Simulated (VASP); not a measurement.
# Si2Ag (P4/mmm) in VASP: a series of runs

Runs on Si2Ag. Level: PBE. Tasks: single point.

All numbers are computed with VASP 6.6.1; they aren't measurements. Logs are shortened: lines on timing, memory, paths and dates and some standing lists are left out, and cuts for length are marked.

## 1. The crystal as given

The structure is tetragonal, space group P4/mmm (No. 123). The conventional cell has a = 2.904 Å, b = 2.904 Å, c = 5.991 Å, α = 90.00°, β = 90.00°, γ = 90.00°. Around Si (site symmetry 4mm) lie 1 Si at 2.46 Å and 4 Ag at 2.71 Å. Ag (site symmetry 4/mmm) has 8 Si at 2.71 Å and 4 Ag at 2.90 Å as nearest neighbours.

The cell was built by a generator and needn't be a form met in nature.

## 2. Single point, PBE

Contents of INCAR:

```
SYSTEM = Si2Ag
PREC = Accurate
ENCUT = 520
EDIFF = 1E-7
ISMEAR = -1
SIGMA = 0.1
LREAL = .FALSE.
LASPH = .TRUE.
NELM = 80
ALGO = Normal
ISIF = 2
LWAVE = .FALSE.
LCHARG = .FALSE.
GGA = PE
NBANDS = 16
```

Contents of KPOINTS:

```
Automatic mesh
0
G
  6 6 3
  0 0 0
```

Contents of POSCAR:

```
Si2Ag
1.0
    2.9036440000      0.0000000000      0.0000000000
    0.0000000000      2.9036440000      0.0000000000
    0.0000000000      0.0000000000      5.9909460000
Si Ag
2 1
Direct
    0.5000000000      0.5000000000      0.2950000000
    0.5000000000      0.5000000000      0.7050000000
    0.0000000000      0.0000000000      0.0000000000
```

Potentials or basis: VASP PAW PBE potentials, release 64 (Si, Ag).

Command:

```sh
$ cat potpaw_PBE.64/Si/POTCAR potpaw_PBE.64/Ag/POTCAR > POTCAR
$ mpirun -np 1 vasp_std > vasp.out
```

OUTCAR:

```text
SYSTEM = Si2Ag
   PREC = Accurate
   ENCUT = 520
   EDIFF = 1E-7
   ISMEAR = -1
   LREAL = .FALSE.
   LASPH = .TRUE.
   NELM = 80
   ISIF = 2
   GGA = PE

 ion  position               nearest neighbor table
   1  0.500  0.500  0.295-   2 2.46   3 2.71   3 2.71   3 2.71   3 2.71
   2  0.500  0.500  0.705-   1 2.46   3 2.71   3 2.71   3 2.71   3 2.71
   3  0.000  0.000  0.000-   1 2.71   2 2.71   1 2.71   2 2.71   1 2.71   2 2.71   1 2.71   2 2.71

  LATTYP: Found a simple tetragonal cell.
 ALAT       =     2.9036440000
 C/A-ratio  =     2.0632508668

  Lattice vectors:

 A1 = (   2.9036440000,   0.0000000000,   0.0000000000)
 A2 = (   0.0000000000,   2.9036440000,   0.0000000000)
 A3 = (   0.0000000000,   0.0000000000,   5.9909460000)

Analysis of symmetry for initial positions (statically):
=====================================================================
 Subroutine PRICEL returns:
 Original cell was already a primitive cell.

 Routine SETGRP: Setting up the symmetry group for a
 simple tetragonal supercell.

 Subroutine GETGRP returns: Found 16 space group operations
 (whereof 16 operations were pure point group operations)
 out of a pool of 16 trial point group operations.

The static configuration has the point symmetry D_4h.

Analysis of symmetry for dynamics (positions and initial velocities):
=====================================================================
 Subroutine PRICEL returns:
 Original cell was already a primitive cell.

 Routine SETGRP: Setting up the symmetry group for a
 simple tetragonal supercell.

 Subroutine GETGRP returns: Found 16 space group operations
 (whereof 16 operations were pure point group operations)
 out of a pool of 16 trial point group operations.

The dynamic configuration has the point symmetry D_4h.

 Subroutine INISYM returns: Found 16 space group operations
 (whereof 16 operations are pure point group operations),
 and found     1 'primitive' translations

----------------------------------------------------------------------------------------

                                     Primitive cell

  volume of cell :      50.5106

  direct lattice vectors                    reciprocal lattice vectors
     2.903644000  0.000000000  0.000000000     0.344394836  0.000000000  0.000000000
     0.000000000  2.903644000  0.000000000     0.000000000  0.344394836  0.000000000
     0.000000000  0.000000000  5.990946000     0.000000000  0.000000000  0.166918547
[... 81 lines left out ...]
   EDIFF  = 0.1E-06   stopping-criterion for ELM
   LREAL  =      F    real-space projection
   EDIFFG = 0.1E-05   stopping-criterion for IOM
   NSW    =      0    number of steps for IOM
   IBRION =     -1    ionic relax: 0-MD 1-quasi-New 2-CG
   NFREE  =      0    steps in history (QN), initial steepest desc. (CG)
   ISIF   =      2    stress and relaxation
   ISYM   =      2    0-nonsym 1-usesym 2-fastsym
   POTIM  = 0.5000    time-step for ionic-motion
   TEBEG  =    0.0;   TEEND  =   0.0 temperature during run
   PSTRESS=    0.0 pullay stress
   NELECT =      19.0000    total number of electrons
   NUPDOWN=      -1.0000    fix difference up-down
   EMIN   =  10.00;   EMAX   =-10.00  energy-range for DOS
   EFERMI =   0.00;   METHOD = LEGACY
   ISMEAR =    -1;   SIGMA  =   0.10  broadening in eV -4-tet -1-fermi 0-gaus
   EFERMI_NEDOS =   21; number of points for ismear=-14 and -15
   IALGO  =     38    algorithm
   IMIX   =      4    mixing-type and parameters
     AMIX     =   0.40;   BMIX     =  1.00
     AMIX_MAG =   1.60;   BMIX_MAG =  1.00
  volume/ion in A,a.u.               =      16.84       113.62
  Fermi-wavevector in a.u.,A,eV,Ry     =   1.181767  2.233216 19.001543  1.396574
  Thomas-Fermi vector in A             =   2.318034
   LORBIT       =      0    0 simple, 1 ext, 2 COOP (PROOUT), +10 PAW based schemes
   GGA     = PE    functional components
   LHFCALC =     F    Hartree Fock is set to
   AEXX    =    0.0000 exact exchange contribution
   IVDW    =     0    specifies the selected vdW correction
   LEPSILON=     F    determine dielectric tensor
   LRPA    =     F    only Hartree local field effects (RPA)
 non-spin polarized calculation
  energy-cutoff  :      520.00
  volume of cell :       50.51
 maximum number of plane-waves:      1391
 NGX is ok and might be reduce to    24
   NGX = 11   NGY = 11   NGZ = 23

 number of electron      18.9999997 magnetization

 Free energy of the ion-electron system (eV)
  ---------------------------------------------------
  ext. energy  EPLUGINS =         0.00000000
  ---------------------------------------------------
  free energy    TOTEN  =       -11.95804908 eV

  energy without entropy =      -11.91528480  energy(sigma->0) =      -11.93666694

 E-fermi :   8.7957     XC(G=0): -11.0614

 val. band max:        8.6812605736   @ k =   0.3333   0.3333   0.3333
 cond. band min:       8.8283198361   @ k =   0.3333   0.1667   0.0000
 fundamental gap:      0.1470592626
 Fermi energy:         8.7956598269

 k-point     1 :       0.0000    0.0000    0.0000
  band No.  band energies     occupation
      1      -3.5174      2.00000
      2      -0.3123      2.00000
      3       0.9515      2.00000
      4       1.7326      2.00000
      5       3.3081      2.00000
      6       3.3081      2.00000
[... 357 lines left out ...]
      3       1.7362      2.00000
      4       3.3377      2.00000
      5       3.4394      2.00000
      6       4.6207      2.00000
[... 8 lines left out ...]
     15      13.7202      0.00000
     16      13.7202      0.00000

------------------------ aborting loop because EDIFF is reached ----------------------------------------

  FORCE on cell =-STRESS in cart. coord.  units (eV):
  Direction    XX          YY          ZZ          XY          YZ          ZX
  --------------------------------------------------------------------------------------
  -------------------------------------------------------------------------------------
  Total        1.6511669      1.6511669      2.4452420      0.0000000     -0.0000000     -0.0000000
  in kB       52.3744441     52.3744441     77.5622307      0.0000000     -0.0000000     -0.0000000
  external PRESSURE =      60.7703730 kB  Pullay stress =       0.0000000 kB

 VOLUME and BASIS-vectors are now :
 -----------------------------------------------------------------------------
  energy-cutoff  :      520.00
  volume of cell :       50.51
      direct lattice vectors                 reciprocal lattice vectors
     2.903644000  0.000000000  0.000000000     0.344394836  0.000000000  0.000000000
     0.000000000  2.903644000  0.000000000     0.000000000  0.344394836  0.000000000
     0.000000000  0.000000000  5.990946000     0.000000000  0.000000000  0.166918547

 POSITION                                       TOTAL-FORCE (eV/Angst)
 -----------------------------------------------------------------------------------
      1.45182      1.45182      1.76733         0.000000      0.000000      0.984959
      1.45182      1.45182      4.22362         0.000000      0.000000     -0.984959
      0.00000      0.00000      0.00000         0.000000      0.000000      0.000000
 -----------------------------------------------------------------------------------
    total drift:                                0.000000     -0.000000      0.000000

  FREE ENERGIE OF THE ION-ELECTRON SYSTEM (eV)
  ---------------------------------------------------
  free  energy   TOTEN  =       -11.9580490816 eV

  energy  without entropy=      -11.9152847968  energy(sigma->0) =      -11.93666694
```

OSZICAR:

```text
N       E                     dE             d eps       ncg     rms          rms(c)
DAV:   1     0.701148410727E+02    0.70115E+02   -0.83915E+03   656   0.102E+03
DAV:   2    -0.110873040451E+02   -0.81202E+02   -0.76642E+02   808   0.200E+02
DAV:   3    -0.129471403365E+02   -0.18598E+01   -0.18541E+01   800   0.306E+01
DAV:   4    -0.129574203510E+02   -0.10280E-01   -0.10278E-01   776   0.261E+00
DAV:   5    -0.129575242302E+02   -0.10388E-03   -0.10388E-03   808   0.248E-01    0.981E+00
DAV:   6    -0.121006209943E+02    0.85690E+00   -0.61033E+00   688   0.306E+01    0.992E+00
DAV:   7    -0.119825325108E+02    0.11809E+00   -0.51441E-01   664   0.879E+00    0.525E+00
DAV:   8    -0.119628471517E+02    0.19685E-01   -0.94684E-02   696   0.325E+00    0.562E-01
DAV:   9    -0.119580308914E+02    0.48163E-02   -0.19970E-02   744   0.178E+00    0.210E-01
DAV:  10    -0.119581018685E+02   -0.70977E-04   -0.73997E-04   784   0.181E-01    0.222E-01
DAV:  11    -0.119580793641E+02    0.22504E-04   -0.13999E-05   760   0.458E-02    0.250E-01
DAV:  12    -0.119582913127E+02   -0.21195E-03   -0.47917E-04   704   0.255E-01    0.372E-01
DAV:  13    -0.119581121557E+02    0.17916E-03   -0.15162E-04   688   0.180E-01    0.222E-01
DAV:  14    -0.119580478648E+02    0.64291E-04   -0.20912E-04   688   0.176E-01    0.437E-02
DAV:  15    -0.119580499849E+02   -0.21201E-05   -0.15472E-05   768   0.346E-02    0.490E-02
DAV:  16    -0.119580490245E+02    0.96045E-06   -0.91442E-06   720   0.416E-02    0.441E-03
DAV:  17    -0.119580490816E+02   -0.57093E-07   -0.94548E-07   728   0.677E-03
   1 F= -.11958049E+02 E0= -.11936667E+02  d E =-.427643E-01
```

stdout:

```text
POSCAR found type information on POSCAR SiAg
 POSCAR found :  2 types and       3 ions
 scaLAPACK will be used
 LDA part: xc-table for (Slater+PW92), standard interpolation
 POSCAR, INCAR and KPOINTS ok, starting setup
 FFT: planning ... GRIDC
 FFT: planning ... GRID_SOFT
 FFT: planning ... GRID
 WAVECAR not read
 entering main loop
```

It took 19 s on 1 thread of Intel Xeon Platinum 8559C (Emerald Rapids), shared host; peak memory 0.16 GiB.

Results:

```
Free energy            : -11.9580 eV
Pressure               : 6.1 GPa
Largest force          : 0.985 eV/Å
Band gap on the k mesh : none (metal or under the smearing width)
```

Forces in eV/Å, atoms in the order of the input:
```
Si   0.000  0.000  0.985
Si   0.000  0.000 -0.985
Ag   0.000  0.000  0.000
```

Levels at points of the mesh, in eV from the Fermi level:
```tsv
k point	band 7	band 8	band 9	band 10	band 11	band 12	band 13	band 14
(0.00, 0.00, 0.00)	-5.31	-4.90	3.19	3.56	3.56	5.80	6.36	6.68
(0.50, 0.00, 0.00)	-4.03	-3.75	-3.68	-2.64	0.67	6.19	6.49	6.52
(0.50, 0.50, 0.00)	-3.69	-3.69	-2.41	0.75	0.75	1.44	1.45	2.58
```

Caveat: the k mesh is coarse (spacing up to 0.36 Å⁻¹), so the values aren't converged.

## 3. Single point, PBE

Contents of INCAR:

```
SYSTEM = Si2Ag
  ALGO = Normal
  EDIFF = 1E-6
  ENCUT = 520
  GGA = PE
  ISIF = 2
  ISMEAR = -1
  LASPH = .TRUE.
  LCHARG = .FALSE.
  LREAL = .FALSE.
  LWAVE = .FALSE.
  NBANDS = 16
  NELM = 100
  PREC = Accurate
  SIGMA = 0.1
```

Contents of KPOINTS:

```
k-points
0
G
  6 6 3
  0 0 0
```

POSCAR is that of step 2.

Potentials or basis: VASP PAW PBE potentials, release 64 (Si, Ag).

Command:

```sh
$ cat potpaw_PBE.64/Si/POTCAR potpaw_PBE.64/Ag/POTCAR > POTCAR
$ mpirun -np 1 vasp_std > vasp.out
```

Wall time 18 s (1 thread of Intel Xeon Platinum 8559C (Emerald Rapids), shared host); peak memory 0.17 GiB.

The run converged. Its results:

```
Free energy            : -11.9580 eV
Pressure               : 6.1 GPa
Largest force          : 0.985 eV/Å
Band gap on the k mesh : none (metal or under the smearing width)
```

Forces in eV/Å, atoms in the order of the input:
```
Si   0.000  0.000  0.985
Si   0.000  0.000 -0.985
Ag   0.000  0.000  0.000
```

Stress tensor (GPa, compression positive):
```
5.22 0.00 0.00
0.00 5.22 0.00
0.00 0.00 7.73
```

Levels at points of the mesh, in eV from the Fermi level:
```tsv
k point	band 7	band 8	band 9	band 10	band 11	band 12	band 13	band 14
(0.00, 0.00, 0.00)	-5.31	-4.90	3.19	3.56	3.56	5.80	6.36	6.68
(0.50, 0.00, 0.00)	-4.03	-3.75	-3.68	-2.64	0.67	6.19	6.49	6.52
(0.50, 0.50, 0.00)	-3.69	-3.69	-2.41	0.75	0.75	1.44	1.45	2.58
```

Caveat: the k mesh is coarse (spacing up to 0.36 Å⁻¹), so the values aren't converged.

## 4. Single point, PBE

Contents of INCAR:

```
SYSTEM = Si2Ag
ALGO = Fast ; EDIFF = 1E-7
ENCUT = 520 ; GGA = PE
ISIF = 2 ; ISMEAR = -1
LASPH = .TRUE. ; LCHARG = .FALSE.
LREAL = .FALSE. ; LWAVE = .FALSE.
NBANDS = 16 ; NELM = 80
PREC = Accurate ; SIGMA = 0.1
```

Contents of KPOINTS:

```
k-points
0
G
  8 8 4
  0 0 0
```

POSCAR is that of step 3.

Potentials or basis: VASP PAW PBE potentials, release 64 (Si, Ag).

Command:

```sh
$ cat potpaw_PBE.64/Si/POTCAR potpaw_PBE.64/Ag/POTCAR > POTCAR
$ mpirun -np 1 vasp_std > vasp.out
```

OUTCAR:

```text
SYSTEM = Si2Ag
   EDIFF = 1E-7
   ENCUT = 520
   GGA = PE
   ISIF = 2
   ISMEAR = -1
   LASPH = .TRUE.
   LREAL = .FALSE.
   NELM = 80
   PREC = Accurate

 ion  position               nearest neighbor table
   1  0.500  0.500  0.295-   2 2.46   3 2.71   3 2.71   3 2.71   3 2.71
   2  0.500  0.500  0.705-   1 2.46   3 2.71   3 2.71   3 2.71   3 2.71
   3  0.000  0.000  0.000-   1 2.71   2 2.71   1 2.71   2 2.71   1 2.71   2 2.71   1 2.71   2 2.71

  LATTYP: Found a simple tetragonal cell.
 ALAT       =     2.9036440000
 C/A-ratio  =     2.0632508668

  Lattice vectors:

 A1 = (   2.9036440000,   0.0000000000,   0.0000000000)
 A2 = (   0.0000000000,   2.9036440000,   0.0000000000)
 A3 = (   0.0000000000,   0.0000000000,   5.9909460000)

Analysis of symmetry for initial positions (statically):
=====================================================================
 Subroutine PRICEL returns:
 Original cell was already a primitive cell.

 Routine SETGRP: Setting up the symmetry group for a
 simple tetragonal supercell.

[... 164 lines left out ...]
  ext. energy  EPLUGINS =         0.00000000
  ---------------------------------------------------
  free energy    TOTEN  =       -11.99534370 eV

  energy without entropy =      -11.95720359  energy(sigma->0) =      -11.97627364

 E-fermi :   8.8564     XC(G=0): -11.0641

 val. band max:        8.8510086375   @ k =   0.2500   0.0000   0.5000
 cond. band min:       8.9263475823   @ k =   0.2500   0.2500   0.0000
 fundamental gap:      0.0753389449
 Fermi energy:         8.8563791224

 k-point     1 :       0.0000    0.0000    0.0000
  band No.  band energies     occupation
      1      -3.5205      2.00000
      2      -0.3121      2.00000
      3       0.9257      2.00000
      4       1.6850      2.00000
      5       3.2600      2.00000
      6       3.2600      2.00000
[... 433 lines left out ...]
      3       1.6732      2.00000
      4       2.5458      2.00000
      5       2.7376      2.00000
      6       2.9665      2.00000
[... 8 lines left out ...]
     15      16.0828      0.00000
     16      17.1221      0.00000

 [... further k-points ...]
[... 5 lines left out ...]
  --------------------------------------------------------------------------------------
  -------------------------------------------------------------------------------------
  Total        1.3238242      1.3238242      2.2139741      0.0000000      0.0000000     -0.0000000
  in kB       41.9912440     41.9912440     70.2264927      0.0000000      0.0000000     -0.0000000
  external PRESSURE =      51.4029936 kB  Pullay stress =       0.0000000 kB

 VOLUME and BASIS-vectors are now :
 -----------------------------------------------------------------------------
  energy-cutoff  :      520.00
  volume of cell :       50.51
      direct lattice vectors                 reciprocal lattice vectors
     2.903644000  0.000000000  0.000000000     0.344394836  0.000000000  0.000000000
     0.000000000  2.903644000  0.000000000     0.000000000  0.344394836  0.000000000
     0.000000000  0.000000000  5.990946000     0.000000000  0.000000000  0.166918547

 POSITION                                       TOTAL-FORCE (eV/Angst)
 -----------------------------------------------------------------------------------
      1.45182      1.45182      1.76733         0.000000      0.000000      0.937206
      1.45182      1.45182      4.22362        -0.000000      0.000000     -0.937206
      0.00000      0.00000      0.00000        -0.000000      0.000000      0.000000
 -----------------------------------------------------------------------------------
    total drift:                                0.000000     -0.000000      0.000000

  FREE ENERGIE OF THE ION-ELECTRON SYSTEM (eV)
  ---------------------------------------------------
  free  energy   TOTEN  =       -11.9953436958 eV

  energy  without entropy=      -11.9572035891  energy(sigma->0) =      -11.97627364
```

stdout:

```text
POSCAR found type information on POSCAR SiAg
 POSCAR found :  2 types and       3 ions
 scaLAPACK will be used
 LDA part: xc-table for (Slater+PW92), standard interpolation
 POSCAR, INCAR and KPOINTS ok, starting setup
 FFT: planning ... GRIDC
 FFT: planning ... GRID_SOFT
 FFT: planning ... GRID
 WAVECAR not read
 entering main loop
```

It took 34 s on 1 thread of Intel Xeon Platinum 8559C (Emerald Rapids), shared host; peak memory 0.18 GiB.

What came out:

| Property | Result |
| --- | --- |
| Free energy | -11.9953 eV |
| Pressure | 5.1 GPa |
| Largest force | 0.937 eV/Å |
| Band gap on the k mesh | none (metal or under the smearing width) |

Forces in eV/Å, atoms in the order of the input:
```
Si   0.000  0.000  0.937
Si   0.000  0.000 -0.937
Ag   0.000  0.000  0.000
```

Levels at points of the mesh, in eV from the Fermi level:
| k point | band 5 | band 6 | band 7 | band 8 | band 9 | band 10 | band 11 | band 12 | band 13 | band 14 |
| --- | --- | --- | --- | --- | --- | --- | --- | --- | --- | --- |
| (0.00, 0.00, 0.00) | -5.60 | -5.60 | -5.39 | -5.02 | 3.12 | 3.50 | 3.50 | 5.73 | 6.30 | 6.61 |
| (0.50, 0.00, 0.00) | -5.88 | -5.38 | -4.11 | -3.81 | -3.77 | -2.73 | 0.60 | 6.13 | 6.42 | 6.45 |
| (0.50, 0.50, 0.00) | -4.85 | -4.29 | -3.75 | -3.75 | -2.49 | 0.69 | 0.69 | 1.36 | 1.38 | 2.51 |
| (0.00, 0.00, 0.50) | -5.60 | -5.60 | -5.02 | -3.61 | -0.73 | 4.59 | 4.59 | 4.62 | 4.62 | 5.84 |
| (0.50, 0.00, 0.50) | -5.91 | -5.88 | -5.51 | -5.38 | -3.07 | 1.02 | 1.06 | 3.40 | 4.65 | 5.90 |
| (0.50, 0.50, 0.50) | -5.54 | -4.29 | -2.70 | -2.70 | -1.68 | -1.68 | -1.20 | 1.00 | 1.35 | 2.39 |
